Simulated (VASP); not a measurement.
Input for VASP

**KPOINTS**
```
Regular mesh
0
G
 1 1 1
```

File POSCAR:
```
CoO
1.0
  2.5067160000   0.0000000000   0.0000000000
  0.0000000000   2.5067160000   0.0000000000
  0.0000000000   0.0000000000   2.5067160000
Co O
1 1
direct
  0.0000000000   0.0000000000   0.0000000000
  0.5000000000   0.5000000000   0.5000000000
```

INCAR:
```
ALGO = Normal
EDIFF = 1E-6
ENCUT = 520
GGA = PE
ISIF = 2
ISMEAR = 0
ISPIN = 2
LASPH = .TRUE.
LCHARG = .FALSE.
LMAXMIX = 4
LORBIT = 10
LREAL = .FALSE.
LWAVE = .FALSE.
MAGMOM = 3.0 0.0
NELM = 100
PREC = Accurate
SIGMA = 0.05
SYSTEM = CoO
```

POTCAR, in this order: Co O (PBE.64 set). Program: vasp_std.

**Question.** Translate this PBE calculation to Quantum ESPRESSO's pw.x.

**Answer.** One equivalent input (not run):
```
&CONTROL
  calculation = 'scf'
  pseudo_dir = './pseudo'
  outdir = './out'
  tprnfor = .true.
  tstress = .true.
/
&SYSTEM
  ibrav = 0
  nat = 2
  ntyp = 2
  ecutwfc = 96
  occupations = 'smearing'
  smearing = 'gaussian'
  degauss = 0.003675
  input_dft = 'pbe'
  nspin = 2
  starting_magnetization(1) = 0.3
/
&ELECTRONS
  conv_thr = 7.3e-08
  electron_maxstep = 100
/
ATOMIC_SPECIES
  Co 58.933 Co.upf
  O 15.999 O.upf
CELL_PARAMETERS angstrom
     2.5067160    0.0000000    0.0000000
     0.0000000    2.5067160    0.0000000
     0.0000000    0.0000000    2.5067160
ATOMIC_POSITIONS crystal
  Co   0.0000000  0.0000000  0.0000000
  O    0.5000000  0.5000000  0.5000000
K_POINTS automatic
  1 1 1 0 0 0
```
Limits of the translation: the potentials are each code's own (VASP's PAW set, PseudoDojo norm-conserving files in pw.x), so ENCUT and ecutwfc are chosen apart and not converted; conv_thr bounds pw.x's estimated SCF error, while EDIFF bounds the energy change between steps; starting_magnetization is a fraction of the valence charge and MAGMOM a moment in μB, so they match only roughly.

The structure was generated: CoO was put into the CsCl type (Pm-3m), which need not be its known phase. The cell was not relaxed at this level. The k-mesh is coarse (spacing up to 2.51 per Å, 2π included), so the numbers may not be converged in it.
